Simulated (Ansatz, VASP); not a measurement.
**BaY2: VASP beside Ansatz**

Wanted: the spread between two codes on one cell, functional and k mesh. The cell is generated by rule, not measured, and may not be a known phase. The cell is taken from a series of VASP runs on this material, whose earlier steps may have relaxed, scaled or displaced it; both programs get it as it stands.

Main program and level: Ansatz 0.2.0; plane waves, with VASP 6.6.1 beside it; single point at PBE and electric field gradients at PBE.

**1. The structure**

The structure is tetragonal, space group P4/mmm (No. 123). The conventional cell has a = 5.795 Å, b = 5.795 Å, c = 3.985 Å, α = 90.00°, β = 90.00°, γ = 90.00°. Nearest to Ba lie 8 Y at 3.52 Å. Nearest to Y lie 4 Ba at 3.52 Å. Farther neighbours are not listed.

As a file:

```cif
data_structure
_symmetry_space_group_name_H-M 'P4/mmm'
_symmetry_Int_Tables_number 123
_cell_length_a 5.7953
_cell_length_b 5.7953
_cell_length_c 3.9847
_cell_angle_alpha 90.000
_cell_angle_beta 90.000
_cell_angle_gamma 90.000
_cell_volume 133.83
loop_
_atom_site_label
_atom_site_type_symbol
_atom_site_symmetry_multiplicity
_atom_site_Wyckoff_symbol
_atom_site_fract_x
_atom_site_fract_y
_atom_site_fract_z
_atom_site_occupancy
Ba1 Ba 1 c 0.50000 0.50000 0.00000 1
Y1 Y 2 e 0.50000 0.00000 0.50000 1
```

**2. Ansatz: single point, PBE**

Ansatz runs on its default PAW (the set named soft_2) files.

With cell and atoms fixed, the geometry can't cause a difference; cores, projectors, grids and the points listed under the comparison can.

input.yaml

```yaml
crystal:
  lattice:
    - [5.7953314175, 0.0, 0.0]
    - [0.0, 5.7953314175, 0.0]
    - [0.0, 0.0, 3.9847444736]
  atoms:
    - { symbol: Ba, position: [0.5, 0.5, 0.0] }
    - { symbol: "Y", position: [0.5, 0.0, 0.5] }
    - { symbol: "Y", position: [0.0, 0.5, 0.5] }
hamiltonian:
  xc: pbe
  pseudopotentials: { kind: paw }
kpoints:
  mp_grid: { grid: [6, 6, 8] }
scf:
  occupations: { method: tetrahedron }
output:
  forces: true
  stress: true
```

The run is started by

```console
$ ansatz run input.yaml --threads 2 --pin off --max-ram 4608MiB --backend cpu --events-out ev --progress --plain --runs-dir out
```

Numbers of over 12 decimals in the logs are rounded to 6 here.

What it wrote:

```text
Warning: output.forces, output.stress, relax.cell or npt_langevin: where a Kohn–Sham band that disperses or a degenerate level is filled in part under the method tetrahedron, the forces or the stress that this run publishes need not agree with its energy (scf.occupations.method in the input reference, under Limitations); prefer a smearing scheme for the forces or the stress
Engine: ansatz 0.2.0, aarch64-unknown-linux-gnu
Pseudopotentials: kind: paw
Pseudopotential: Ba, paw, valence charge 10, recommended cutoff 420 eV (normal), Ba.paw.azcp
Pseudopotential: Y, paw, valence charge 11, recommended cutoff 420 eV (normal), Y.paw.azcp
Functional definition: PBE
  parameter kappa = 0.804
  parameter beta = 0.066725
  exchange = pbe_x(kappa = kappa, mu = beta*pi^2/3)
  correlation = pbe_c(beta = beta)
Crystal: 3 atoms, lattice volume = 133.831 Å³
Basis set: ecut = 420 eV, 2657 PW (Γ), exchange–correlation on 80×80×54 points (8 copies of the dense FFT grid, shifted against one another)
Bands: 20, of which v1, the nominal top of the filled ones, is band 16 counted from 1 (15 counted from 0)
Symmetry: 16 space group operations
Space group: P4/mmm (ITA 123), of the structure as read, at distance tolerance 5.1e-5 Å
k-points: 50 of 288
Non-local potential: Ba, projectors of the file, l = 0: 3, l = 1: 2, l = 2: 2, l = 3: 2
Non-local potential: Y, projectors of the file, l = 0: 3, l = 1: 2, l = 2: 2, l = 3: 1
PAW form: soft (Blöchl's): semilocal exchange-correlation on the pseudo side does not see the compensation charge
PAW one-centre angular grid: Ba, 194 points (default); XC on 64 Gauss nodes
PAW one-centre angular grid: Y, 590 points (default); XC on 64 Gauss nodes
Initial density: superposition of atomic densities (neutral atoms: chi_scale 0, normalization atom), corrected by the library's trained network
Initial wavefunctions: pseudopotential atomic-orbital guess
Functional: x = pbe(κ = 0.804, μ = 0.219515), c = pbe(β = 0.066725)
SCF iter   1: F=—  HF=-13644.223115 eV  |F-HF|=—  |Δ(HF+E_count)|=         —  Δρ=3.63e-3  dr2=3.68e-2  ethr=1.77e-3  ⟨swp⟩=6.3  Hψ=5588  notcnv=0
preconditioner: auto → Kerker (q_TF=auto, 2.149 Å⁻¹)  [metal: no gap  n_scr=18 (ndim 8)  ℏωp=9.1 eV  f_vac=0.000]
SCF iter   2: F=—  HF=-13644.220118 eV  |F-HF|=—  |Δ(HF+E_count)|=   3.00e-3  Δρ=2.20e-3  dr2=1.53e-2  ethr=1.15e-4  ⟨swp⟩=1.9  Hψ=1491  notcnv=0
SCF iter   3: F=—  HF=-13644.218978 eV  |F-HF|=—  |Δ(HF+E_count)|=   1.14e-3  Δρ=3.83e-4  dr2=4.74e-4  ethr=4.79e-5  ⟨swp⟩=2.9  Hψ=1450  notcnv=0
SCF iter   4: F=—  HF=-13644.218977 eV  |F-HF|=—  |Δ(HF+E_count)|=   1.49e-6  Δρ=1.31e-4  dr2=8.09e-5  ethr=1.48e-6  ⟨swp⟩=2.2  Hψ=1467  notcnv=0
SCF iter   5: F=—  HF=-13644.218960 eV  |F-HF|=—  |Δ(HF+E_count)|=   1.69e-5  Δρ=4.07e-5  dr2=3.85e-6  ethr=2.53e-7  ⟨swp⟩=2.1  Hψ=1607  notcnv=0
SCF iter   6: F=—  HF=-13644.218951 eV  |F-HF|=—  |Δ(HF+E_count)|=   8.84e-6  Δρ=9.24e-6  dr2=1.80e-7  ethr=1.20e-8  ⟨swp⟩=2.2  Hψ=1761  notcnv=0
SCF iter   7: F=-13644.218949 eV  HF=-13644.218949 eV  |F-HF|=1.00e-8  |Δ(HF+E_count)|=   2.48e-6  Δρ=2.45e-6  dr2=1.51e-8  ethr=3.13e-10  ⟨swp⟩=4.8  Hψ=3914  notcnv=0
SCF 1 converged in 7 iterations: F = -13644.218949 eV  dr2 = 1.51e-8
  greatest PAW one-centre occupation: 0.994 electrons in one spin orbital (limit 2), on the Y atom at site 2 (counted from 0), in its partial waves of l = 0
SCF converged after 7 iterations
Stability not checked: this state was not tested for a lower state beside it, because cold or Methfessel-Paxton smearing, or corrected tetrahedra, fill the levels in a way that the test cannot read (fill_not_monotonic; see scf.lower_state_search)
Free energy (F): -13644.218949 eV
Harris-Foulkes:  -13644.218949 eV  (|F-HF|=1.00e-8)
Internal energy: -13644.218525 eV  (E = F + TS)
E sigma→0 (E₀):  -13644.218949 eV
Entropy (-TS):   -0.000424 eV (-0.141 meV/atom)
Fermi energy:    7.038919 eV
--- Per-component energies (eV) ---
  E_band       = -373.855010
  E_kinetic    = 774.572555
  E_local      = -1922.678739  (includes V_loc(G=0)·N_el)
  E_nonlocal   = 158.904638
  E_hartree    = 643.685638
  E_xc         = -511.302268
  E_vxc        = -529.458860  (∫ρ·V_xc dr)
  E_paw        = -10876.906018  (= ΣΔE_a)
  E_vpaw       = -142.565080  (= ΣTr[D̂ρ^β])
  E_aug_tail   = 0.000004  (compensation charges beyond the density's cutoff)
  E_ewald      = -1910.494335
  E_smearing   = -0.000424  (= −TS)
  E_closure    = 0.000000  (closes the sum)
  Σ components = -13644.218949   (vs F -13644.218949, Δ=0.00e0)
--- Forces (eV/Å), atoms counted from 1 ---
  atom   1  Ba     0.00000000    -0.00000000    -0.00000000
  atom   2  Y      0.00000000    -0.00000000    -0.00000000
  atom   3  Y      0.00000000     0.00000000     0.00000000
  max |Σ_I F_I| component: 7.73e-29 eV/Å
--- Stress (GPa, compression-positive) ---
       -0.154313      -0.000000       0.000000
       -0.000000      -0.154313       0.000000
        0.000000       0.000000      -0.071084
  P = ⅓ Tr σ = -0.1266 GPa (-1.266 kbar)
--- Band table (eV; the first three rows and the last of 50) ---
  k-point 0: bands = [... 12 lower, 3.5426, 5.5303, 5.5382, 6.1904, 6.9891, 7.8220, 7.8220, 8.9293]
  k-point 1: bands = [... 12 lower, 3.7783, 5.7848, 5.8187, 6.2876, 7.0791, 7.7411, 7.7411, 8.6361]
  k-point 2: bands = [... 12 lower, 4.4059, 6.4791, 6.5026, 6.5582, 7.2902, 7.5908, 7.5908, 8.1691]
  k-point 49: bands = [... 12 lower, 5.3828, 5.3828, 5.9949, 6.4787, 7.0480, 8.4655, 8.4655, 8.6412]
```

Elapsed: 2.9 s, on 2 threads of Arm Neoverse V2, shared host; peak memory 0.42 GiB.

The column dr2 measures how far the density is from self-consistency, as an energy; F and HF (Harris–Foulkes) agree once it is small.

The run ends at a pressure of -0.13 GPa.

**3. VASP: single point, PBE**

The same cell, functional, mesh and smearing now go to VASP, with its own data sets and cutoff.

Lines of VASP's logs that name or quote its potential files are left out, and so is its time.

INCAR

```
SYSTEM = BaY2
PREC = Accurate
ENCUT = 400
EDIFF = 1E-06
NELM = 100
ISMEAR = -5
SIGMA = 0.2
LREAL = .FALSE.
ALGO = Normal
GGA = PE
NBANDS = 29
LORBIT = 11
LWAVE = .FALSE.
LCHARG = .FALSE.
NEDOS = 2001
```

POSCAR

```
BaY2
1.0
    5.7953314175      0.0000000000      0.0000000000
    0.0000000000      5.7953314175      0.0000000000
    0.0000000000      0.0000000000      3.9847444736
Ba Y
1 2
Direct
    0.5000000000      0.5000000000      0.0000000000
    0.5000000000      0.0000000000      0.5000000000
    0.0000000000      0.5000000000      0.5000000000
```

KPOINTS

```
Automatic mesh
0
Gamma
6 6 8
0 0 0
```

PAW data sets: Ba_sv and Y_sv (PBE family, release 64).

The run is started by

```console
$ mpirun -np 1 vasp_std
```

What it wrote:

```text
[banner, memory and clock lines left out]
running    1 mpi-ranks, on    1 nodes
 distrk:  each k-point on    1 cores,    1 groups
 distr:  one band on    1 cores,    1 groups

 POSCAR found type information on POSCAR BaY
 POSCAR found :  2 types and       3 ions
 LDA part: xc-table for (Slater+PW92), standard interpolation
 POSCAR, INCAR and KPOINTS ok, starting setup
 FFT: planning ... GRIDC
 FFT: planning ... GRID_SOFT
 FFT: planning ... GRID
 WAVECAR not read
 entering main loop
       N       E                     dE             d eps       ncg     rms          rms(c)
DAV:   1     0.164501803667E+03    0.16450E+03   -0.12621E+04  2932   0.822E+02
DAV:   2     0.104642880636E+01   -0.16346E+03   -0.15476E+03  3634   0.220E+02
DAV:   3    -0.136665059950E+02   -0.14713E+02   -0.14268E+02  4891   0.448E+01
DAV:   4    -0.143366176940E+02   -0.67011E+00   -0.66579E+00  4088   0.915E+00
DAV:   5    -0.143623735810E+02   -0.25756E-01   -0.25853E-01  4220   0.151E+00    0.207E+01
DAV:   6    -0.121197579974E+02    0.22426E+01   -0.27072E+00  3697   0.629E+00    0.130E+01
DAV:   7    -0.120766857981E+02    0.43072E-01   -0.10698E+00  4207   0.345E+00    0.675E+00
DAV:   8    -0.120876083457E+02   -0.10923E-01   -0.21163E-01  4229   0.181E+00    0.178E+00
DAV:   9    -0.120821807231E+02    0.54276E-02   -0.14913E-02  3668   0.491E-01    0.417E-01
DAV:  10    -0.120819655211E+02    0.21520E-03   -0.65231E-03  3429   0.413E-01    0.196E-01
DAV:  11    -0.120818855056E+02    0.80015E-04   -0.84707E-04  3331   0.162E-01    0.677E-02
DAV:  12    -0.120819065368E+02   -0.21031E-04   -0.92406E-05  4268   0.444E-02    0.305E-02
DAV:  13    -0.120819048589E+02    0.16779E-05   -0.77410E-06  4061   0.130E-02    0.112E-02
DAV:  14    -0.120819036064E+02    0.12525E-05   -0.53711E-07  2127   0.376E-03    0.433E-03
DAV:  15    -0.120819030446E+02    0.56179E-06   -0.97402E-08  2030   0.164E-03
   1 F= -.12081903E+02 E0= -.12081903E+02  d E =0.000000E+00
|                                                                             |
|           W    W    AA    RRRRR   N    N  II  N    N   GGGG   !!!           |
|           W    W   A  A   R    R  NN   N  II  NN   N  G    G  !!!           |
|           W    W  A    A  R    R  N N  N  II  N N  N  G       !!!           |
|           W WW W  AAAAAA  RRRRR   N  N N  II  N  N N  G  GGG   !            |
|           WW  WW  A    A  R   R   N   NN  II  N   NN  G    G                |
|           W    W  A    A  R    R  N    N  II  N    N   GGGG   !!!           |
|                                                                             |
|     Tetrahedron method does not include variations of the Fermi             |
|     occupations, so forces and stress will be inaccurate. We suggest        |
|     using a different smearing scheme ISMEAR = 1 or 2 for metals in         |
|     relaxations.                                                            |
|                                                                             |
```

From OUTCAR (step 3):

```text
ion  position               nearest neighbor table
   1  0.500  0.500  0.000-   2 3.52   3 3.52   2 3.52   3 3.52   2 3.52   2 3.52   3 3.52   3 3.52

  LATTYP: Found a simple tetragonal cell.
 ALAT       =     5.7953314175
 C/A-ratio  =     0.6875783603

 Subroutine GETGRP returns: Found 16 space group operations
 (whereof 16 operations were pure point group operations)

The static configuration has the point symmetry D_4h.

 Found     50 irreducible k-points:

   k-points           NKPTS =     50   k-points in BZ     NKDIM =     50   number of bands    NBANDS=     29

   dimension x,y,z NGX =    40 NGY =   40 NGZ =   28
   dimension x,y,z NGXF=    80 NGYF=   80 NGZF=   56

   ENCUT  =  400.0 eV  29.40 Ry    5.42 a.u.   9.45  9.45  6.50*2*pi/ulx,y,z

   NELECT =      32.0000    total number of electrons

 k-points in reciprocal lattice and weights: Automatic mesh
   0.00000000  0.00000000  0.00000000       0.003
   0.16666667  0.00000000  0.00000000       0.014
   0.33333333  0.00000000  0.00000000       0.014
   0.50000000  0.00000000  0.00000000       0.007
   0.16666667  0.16666667  0.00000000       0.014
   0.33333333  0.16666667  0.00000000       0.028
   0.50000000  0.16666667  0.00000000       0.014
   0.33333333  0.33333333  0.00000000       0.014
   0.50000000  0.33333333  0.00000000       0.014
[...]
0.50000000  0.33333333  0.50000000       0.014
   0.50000000  0.50000000  0.50000000       0.003

 average (electrostatic) potential at core
       1 -37.8424       2 -39.8449       3 -39.8449

 E-fermi :   1.9762

 k-point     1 :       0.0000    0.0000    0.0000
  band No.  band energies     occupation
    ...
     13      -1.5691      2.00000
     14       0.4354      2.00000
     15       0.4370      2.00000
     16       1.1017      2.00000
     17       1.9025      2.29461
     18       2.7271      0.00000
     19       2.7271      0.00000
     20       3.8807      0.00000
     21       3.8807      0.00000
     22       4.0102      0.00000
    ...

 k-point     2 :       0.1667    0.0000    0.0000
  band No.  band energies     occupation
    ...
     13      -1.3871      2.00000
     14       0.4795      2.00000
     15       0.5361      2.00000
     16       1.1771      2.00000
     17       1.9070      2.22579
     18       2.7580      0.00000
     19       2.9139      0.00000
     20       3.5195      0.00000
     21       3.5480      0.00000
     22       3.8668      0.00000
    ...

 k-point     3 :       0.3333    0.0000    0.0000
  band No.  band energies     occupation
    ...
     13      -0.9213      2.00000
     14       0.4192      2.00000
     15       0.7714      2.00000
     16       1.3698      2.00000
     17       1.9711      0.62940
     18       2.8255      0.00000
     19       2.9595      0.00000
     20       3.1663      0.00000
     21       3.4254      0.00000
     22       3.4874      0.00000
    ...

  Total       -0.0270080     -0.0270080      0.1191519      0.0000000      0.0000000      0.0000000
  in kB       -0.3233297     -0.3233297      1.4264431      0.0000000      0.0000000      0.0000000
  external PRESSURE =       0.2599279 kB  Pullay stress =       0.0000000 kB

  energy-cutoff  :      400.00
  volume of cell :      133.83
      direct lattice vectors                 reciprocal lattice vectors
     5.795331417  0.000000000  0.000000000     0.172552686  0.000000000  0.000000000
     0.000000000  5.795331417  0.000000000     0.000000000  0.172552686  0.000000000
     0.000000000  0.000000000  3.984744474     0.000000000  0.000000000  0.250957121

 POSITION                                       TOTAL-FORCE (eV/Angst)
 -----------------------------------------------------------------------------------
      2.89767      2.89767      0.00000         0.000000      0.000000      0.000000
      2.89767      0.00000      1.99237         0.000000      0.000000      0.000000
      0.00000      2.89767      1.99237         0.000000      0.000000      0.000000
 -----------------------------------------------------------------------------------
    total drift:                                0.000000      0.000000     -0.000000

  FREE ENERGIE OF THE ION-ELECTRON SYSTEM (eV)
  ---------------------------------------------------
  free  energy   TOTEN  =       -12.0819030446 eV

  energy  without entropy=      -12.0819030446  energy(sigma->0) =      -12.08190304

 total charge
# of ion       s       p       d       f       tot
--------------------------------------------------
    1        2.083   5.466   0.640   0.000   8.189
    2        2.299   6.091   0.830   0.005   9.225
    3        2.299   6.091   0.830   0.005   9.225
--------------------------------------------------
tot          6.681  17.648   2.301   0.010  26.640

[... 3 further parts left out ...]
```

Harder data sets than Ba_sv exist (the GW ones), and pressures, volumes and forces can shift noticeably with them. With tetrahedra the forces and stress of a metal are not exact derivatives of the energy.

**4. Side by side**

Known differences besides the potentials themselves: the cutoff is 420 eV in Ansatz and 400 eV in VASP; VASP leaves aspherical gradient terms in its spheres out (LASPH is not set), Ansatz keeps them. Total energies have different zeros and are not compared.

Both answers:

```csv
quantity,Ansatz,VASP,difference
pressure (GPa),-0.13,0.03,-0.15
```

(Continued in part 2 of 2.)

[Lines on the potential files, build, host, timing and source positions are cut from VASP's logs without a mark.]

[Logs are printed without paths, hosts, clocks, repeated set-up lines and the standing remarks that a program may print on its own settings, such as how far it seeks lower states.]

[Hosts, paths, dates, database ids (printed as entryN), source tags and the programs' standing remarks are cut or masked in the printed files.]
